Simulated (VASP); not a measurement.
Computed with r2SCAN meta-GGA, VASP's PBE PAW potentials (set 64) (plane waves; VASP).

VASP input:

File KPOINTS:
```
Regular mesh
0
gamma
  5 5 3
0 0 0
```

**INCAR**
```
SYSTEM  =  CdSe
PREC  =  Accurate; ENCUT  =  520; LREAL  =  .FALSE.
LASPH  =  .TRUE.
EDIFF  =  1E-6; NELM  =  100; ALGO  =  Normal
LMAXMIX  =  4; LMIXTAU  =  .TRUE.
ISMEAR  =  0; SIGMA  =  0.05
METAGGA  =  R2SCAN
IBRION  =  2; NSW  =  60; ISIF  =  3
EDIFFG  =  -0.02
LWAVE  =  .FALSE.; LCHARG  =  .FALSE.
```

File POSCAR:
```
CdSe
1.0
  2.1622727506  -3.7451660235   0.0000000000
  2.1622727506   3.7451660235   0.0000000000
  0.0000000000   0.0000000000   7.0344088285
Cd Se
2 2
Cartesian
  2.1622727506  -1.2483911713   3.5180487086
  2.1622727506   1.2483911713   0.0008442944
  2.1622727506  -1.2483911713   6.1612978394
  2.1622727506   1.2483911713   2.6440934251
```

POTCAR, in this order: Cd Se (PBE.64 set). Program: vasp_std.

Output of the run:

**OSZICAR**
```
       N       E                     dE             d eps       ncg     rms          rms(c)
DAV:   1     0.179188621625E+03    0.17919E+03   -0.17437E+04   440   0.150E+03
DAV:   2    -0.676984915340E+02   -0.24689E+03   -0.24226E+03   494   0.355E+02
DAV:   3    -0.814395430483E+02   -0.13741E+02   -0.13663E+02   530   0.837E+01
DAV:   4    -0.815638437124E+02   -0.12430E+00   -0.12424E+00   470   0.772E+00
DAV:   5    -0.815649129179E+02   -0.10692E-02   -0.10691E-02   530   0.660E-01    0.861E+00
DAV:   6    -0.752877347196E+02    0.62772E+01   -0.67044E+00   500   0.344E+01    0.992E+00
DAV:   7    -0.732636677655E+02    0.20241E+01   -0.64365E-01   440   0.852E+00    0.726E+00
DAV:   8    -0.736379355305E+02   -0.37427E+00   -0.60669E-01   440   0.802E+00    0.752E-01
DAV:   9    -0.710769642029E+02    0.25610E+01   -0.12232E+00   446   0.789E+00    0.813E-01
DAV:  10    -0.712369231977E+02   -0.15996E+00   -0.76997E-02   452   0.239E+00    0.777E-01
DAV:  11    -0.712323773627E+02    0.45458E-02   -0.45429E-03   518   0.614E-01    0.848E-01
DAV:  12    -0.714282935819E+02   -0.19592E+00   -0.56550E-02   470   0.142E+00    0.352E-01
DAV:  13    -0.717960610136E+02   -0.36777E+00   -0.26535E-01   470   0.330E+00    0.457E-01
DAV:  14    -0.717875016186E+02    0.85594E-02   -0.60336E-02   476   0.204E+00    0.299E-01
DAV:  15    -0.717957797125E+02   -0.82781E-02   -0.56298E-03   452   0.599E-01    0.114E-01
DAV:  16    -0.718054739365E+02   -0.96942E-02   -0.37654E-03   470   0.381E-01    0.647E-02
DAV:  17    -0.718125339354E+02   -0.70600E-02   -0.26231E-03   452   0.438E-01    0.695E-02
DAV:  18    -0.718144934520E+02   -0.19595E-02   -0.14886E-03   440   0.327E-01    0.296E-02
DAV:  19    -0.718144515122E+02    0.41940E-04   -0.21857E-04   440   0.169E-01    0.274E-02
DAV:  20    -0.718145371736E+02   -0.85661E-04   -0.22830E-04   440   0.148E-01    0.113E-02
DAV:  21    -0.718146473047E+02   -0.11013E-03   -0.48392E-05   464   0.712E-02    0.486E-03
DAV:  22    -0.718146485888E+02   -0.12841E-05   -0.10952E-06   358   0.873E-03    0.270E-03
DAV:  23    -0.718146485713E+02    0.17534E-07   -0.29787E-06   378   0.118E-02
   1 F= -.71814649E+02 E0= -.71814649E+02  d E =-.718146E+02
       N       E                     dE             d eps       ncg     rms          rms(c)
DAV:   1    -0.720171574537E+02   -0.20251E+00   -0.48461E+00   464   0.244E+01    0.370E+00
DAV:   2    -0.718321134427E+02    0.18504E+00   -0.49065E-01   446   0.904E+00    0.124E+00
DAV:   3    -0.718236283884E+02    0.84851E-02   -0.46604E-02   458   0.211E+00    0.114E+00
DAV:   4    -0.718029847505E+02    0.20644E-01   -0.24893E-02   440   0.132E+00    0.272E-01
DAV:   5    -0.718133396772E+02   -0.10355E-01   -0.21488E-02   440   0.133E+00    0.796E-02
DAV:   6    -0.718179378206E+02   -0.45981E-02   -0.90933E-03   440   0.880E-01    0.583E-02
DAV:   7    -0.718199859492E+02   -0.20481E-02   -0.58049E-04   440   0.235E-01    0.214E-02
DAV:   8    -0.718200492030E+02   -0.63254E-04   -0.31030E-05   506   0.487E-02    0.135E-02
DAV:   9    -0.718202670604E+02   -0.21786E-03   -0.15534E-04   440   0.121E-01    0.389E-03
DAV:  10    -0.718202777728E+02   -0.10712E-04   -0.57935E-06   406   0.249E-02    0.365E-03
DAV:  11    -0.718202772073E+02    0.56551E-06   -0.23606E-07   286   0.401E-03
   2 F= -.71820277E+02 E0= -.71820277E+02  d E =-.562864E-02
       N       E                     dE             d eps       ncg     rms          rms(c)
DAV:   1    -0.718364465911E+02   -0.16169E-01   -0.36874E-01   458   0.661E+00    0.956E-01
DAV:   2    -0.718217464961E+02    0.14700E-01   -0.40151E-02   440   0.257E+00    0.314E-01
DAV:   3    -0.718213042785E+02    0.44222E-03   -0.38382E-03   452   0.590E-01    0.286E-01
DAV:   4    -0.718195475861E+02    0.17567E-02   -0.20432E-03   440   0.376E-01    0.595E-02
DAV:   5    -0.718206909832E+02   -0.11434E-02   -0.17830E-03   440   0.383E-01    0.225E-02
DAV:   6    -0.718209747086E+02   -0.28373E-03   -0.71197E-04   440   0.249E-01    0.198E-02
DAV:   7    -0.718211753527E+02   -0.20064E-03   -0.62377E-05   440   0.768E-02    0.553E-03
DAV:   8    -0.718211789260E+02   -0.35733E-05   -0.17868E-06   366   0.119E-02    0.365E-03
DAV:   9    -0.718211916995E+02   -0.12773E-04   -0.11008E-05   440   0.326E-02    0.996E-04
DAV:  10    -0.718211927778E+02   -0.10783E-05   -0.26932E-07   238   0.532E-03    0.102E-03
DAV:  11    -0.718211927575E+02    0.20314E-07   -0.10612E-08   220   0.910E-04
   3 F= -.71821193E+02 E0= -.71821193E+02  d E =-.654419E-02
```

File OUTCAR:
```
------------------------ aborting loop because EDIFF is reached ----------------------------------------
  FORCE on cell =-STRESS in cart. coord.  units (eV):
  Direction    XX          YY          ZZ          XY          YZ          ZX
  --------------------------------------------------------------------------------------
  Total       -0.0081121     -0.0081121      0.0218628      0.0000000      0.0000000      0.0000000
  in kB       -0.1119942     -0.1119942      0.3018329      0.0000000      0.0000000      0.0000000
  external PRESSURE =       0.0259481 kB  Pullay stress =       0.0000000 kB
  volume of cell :      116.05
      direct lattice vectors                 reciprocal lattice vectors
     2.174592110 -3.766503776  0.000000000     0.229928177 -0.132749104  0.000000000
     2.174592110  3.766503776  0.000000000     0.229928177  0.132749104  0.000000000
     0.000000000  0.000000000  7.084395027     0.000000000  0.000000000  0.141155313
  FREE ENERGIE OF THE ION-ELECTRON SYSTEM (eV)
  ---------------------------------------------------
  free  energy   TOTEN  =       -71.8211927575 eV

  energy  without entropy=      -71.8211927575  energy(sigma->0) =      -71.82119276

 reached required accuracy - stopping structural energy minimisation
```
(Selected blocks of OUTCAR.)

File CONTCAR:
```
CdSe
   1.00000000000000
     2.1745921103726236   -3.7665037764345985    0.0000000000000000
     2.1745921103726236    3.7665037764345985    0.0000000000000000
     0.0000000000000000    0.0000000000000000    7.0843950273542342
  Cd              Se
     2     2
Direct
     0.6666669999999968    0.3333330000000032    0.5000227910772974
     0.3333330000000032    0.6666669999999968    0.0000227910772974
     0.6666669999999968    0.3333330000000032    0.8759772089227074
     0.3333330000000032    0.6666669999999968    0.3759772089227074
```

The compound is CdSe in the wurtzite structure. This run relaxes it. Symmetry was kept, so distortions that lower it aren't found. The start is the result of an earlier pass.
